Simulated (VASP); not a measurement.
Output of a VASP run:

### OSZICAR
```
       N       E                     dE             d eps       ncg     rms          rms(c)
DAV:   1     0.592966637359E+02    0.59297E+02   -0.67848E+03   840   0.114E+03
DAV:   2    -0.103826860115E+02   -0.69679E+02   -0.62552E+02  1004   0.196E+02
DAV:   3    -0.123399306893E+02   -0.19572E+01   -0.19288E+01  1036   0.325E+01
DAV:   4    -0.123571793234E+02   -0.17249E-01   -0.17244E-01  1000   0.362E+00
DAV:   5    -0.123574446003E+02   -0.26528E-03   -0.26527E-03  1056   0.467E-01    0.980E+00
DAV:   6    -0.118704088749E+02    0.48704E+00   -0.24266E+00   960   0.155E+01    0.266E+00
DAV:   7    -0.117935532517E+02    0.76856E-01   -0.16038E-01   908   0.414E+00    0.187E+00
DAV:   8    -0.117631673838E+02    0.30386E-01   -0.28521E-02   968   0.176E+00    0.231E-01
DAV:   9    -0.117632460914E+02   -0.78708E-04   -0.16043E-03  1008   0.393E-01    0.159E-01
DAV:  10    -0.117633444726E+02   -0.98381E-04   -0.27960E-04   932   0.150E-01    0.192E-02
DAV:  11    -0.117633430771E+02    0.13955E-05   -0.13025E-05  1048   0.397E-02    0.959E-03
DAV:  12    -0.117633437373E+02   -0.66019E-06   -0.22242E-06   912   0.119E-02    0.247E-03
DAV:  13    -0.117633436501E+02    0.87233E-07   -0.64751E-07  1000   0.813E-03
   1 F= -.11763344E+02 E0= -.11763523E+02  d E =0.538957E-03
```

File OUTCAR:
```
------------------------ aborting loop because EDIFF is reached ----------------------------------------
  FORCE on cell =-STRESS in cart. coord.  units (eV):
  Direction    XX          YY          ZZ          XY          YZ          ZX
  --------------------------------------------------------------------------------------
  Total        2.9419964      2.9419964      2.9419964      0.0000000     -0.0000000      0.0000000
  in kB       97.2087535     97.2087535     97.2087535      0.0000000     -0.0000000      0.0000000
  external PRESSURE =      97.2087535 kB  Pullay stress =       0.0000000 kB
  volume of cell :       48.49
      direct lattice vectors                 reciprocal lattice vectors
     0.000000000  2.894270490  2.894270490    -0.172755104  0.172755104  0.172755104
     2.894270490  0.000000000  2.894270490     0.172755104 -0.172755104  0.172755104
     2.894270490  2.894270490  0.000000000     0.172755104  0.172755104 -0.172755104
 POSITION                                       TOTAL-FORCE (eV/Angst)
 -----------------------------------------------------------------------------------
      1.44714      1.44714      1.44714        -0.000000     -0.000000     -0.000000
      4.34141      4.34141      4.34141         0.000000      0.000000      0.000000
      0.00000      0.00000      0.00000        -0.000000     -0.000000      0.000000
 -----------------------------------------------------------------------------------
    total drift:                                0.000000     -0.000000     -0.000000
  FREE ENERGIE OF THE ION-ELECTRON SYSTEM (eV)
  ---------------------------------------------------
  free  energy   TOTEN  =       -11.7633436501 eV

  energy  without entropy=      -11.7638826072  energy(sigma->0) =      -11.76352330
```
(Selected blocks of OUTCAR.)

POSCAR:
```
PtAl2
1
    0.0000000000     2.8942704901     2.8942704901
    2.8942704901     0.0000000000     2.8942704901
    2.8942704901     2.8942704901     0.0000000000
Al Pt
2 1
Direct
  0.2500000000   0.2500000000   0.2500000000
  0.7500000000   0.7500000000   0.7500000000
  0.0000000000   0.0000000000   0.0000000000
```

### Question
Reconstruct the remaining input files.

### Answer
Several could match; the one computed here: the input of the run itself, vdW-DF-cx, plane waves, VASP's PBE PAW potentials (set 64).

INCAR:
```
# general
SYSTEM   = PtAl2
PREC     = Accurate
ENCUT    = 520   # plane-wave cut-off (eV)
LREAL    = F   # projection in real space or not
LASPH    = T   # aspherical one-centre terms

# electronic loop
EDIFF    = 1E-7   # SCF stop (eV)
NELM     = 100   # most electronic steps
ALGO     = Normal   # blocked Davidson
LMAXMIX  = 6

# smearing
ISMEAR   = 1
SIGMA    = 0.1   # width (eV)

# functional
GGA      = CX
LUSE_VDW = T
AGGAC    = 0.0

# ions
ISIF     = 2

# output
LWAVE    = F
LCHARG   = F
```

**KPOINTS**
```
Automatic mesh
0
Gamma
9 9 9
0 0 0
```

POTCAR, in this order: Al Pt (PBE.64 set). Program: vasp_std.

The compound is PtAl2 in the fluorite structure. This cell is one point of a volume scan, at 0.94 of the reference volume.
